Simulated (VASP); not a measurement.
All values below come from PBEsol GGA, VASP's PBE PAW potentials (set 64) (plane waves; VASP).

VASP input:

### POSCAR
```
CsBr(110) slab
1.0
  4.2499096751   0.0000000000   0.0000000000
  0.0000000000   6.0102797205   0.0000000000
  0.0000000000   0.0000000000  23.8752436196
Cs Br
3 3
Direct
  0.0000000000   0.5000000000   0.3741320000
  0.0000000000   0.0000000000   0.5000000000
  0.0000000000   0.5000000000   0.6258680000
  0.5000000000   0.0000000000   0.3741320000
  0.5000000000   0.5000000000   0.5000000000
  0.5000000000   0.0000000000   0.6258680000
```

### KPOINTS
```
Automatic mesh
0
Gamma
5 4 1
0 0 0
```

### INCAR
```
ALGO=Normal
DIPOL=0.5 0.5 0.5
EDIFF=1E-5
EDIFFG=-0.03
ENCUT=400
GGA=PS
IBRION=2
IDIPOL=3
ISIF=2
ISMEAR=0
LASPH=.TRUE.
LCHARG=.FALSE.
LDIPOL=.TRUE.
LMAXMIX=4
LREAL=.FALSE.
LWAVE=.TRUE.
NELM=100
NELMIN=4
NSW=50
PREC=Normal
SIGMA=0.05
SYSTEM=CsBr(110) slab
```

POTCAR, in this order: Cs_sv Br (PBE.64 set). Program: vasp_std.

Unless said otherwise, spin-orbit coupling is left out, though it shifts the bands of the heavy elements here.

Task: Estimate the energy per atom (σ→0), band gap (on the k-mesh).

Result: 
- energy per atom (σ→0) = -3.092 eV/atom
- band gap (on the k-mesh) = 3.85 eV

### OSZICAR
```
...
DAV:   3    -0.185495833459E+02   -0.40813E-05   -0.23671E-04   568   0.716E-02    0.368E-02
DAV:   4    -0.185496012121E+02   -0.17866E-04   -0.13075E-04   504   0.509E-02    0.135E-02
DAV:   5    -0.185496267853E+02   -0.25573E-04   -0.32703E-05   472   0.212E-02    0.516E-03
DAV:   6    -0.185496583288E+02   -0.31544E-04   -0.73087E-06   336   0.127E-02    0.497E-03
DAV:   7    -0.185496792769E+02   -0.20948E-04   -0.83209E-06   348   0.127E-02    0.316E-03
DAV:   8    -0.185497021731E+02   -0.22896E-04   -0.11736E-05   360   0.132E-02    0.230E-03
DAV:   9    -0.185497058170E+02   -0.36440E-05   -0.15075E-06   360   0.582E-03
   4 F= -.18549706E+02 E0= -.18549706E+02  d E =-.273218E-02
```

The cell is a thin slab with vacuum, built from CsBr (CsCl type): (110) face.
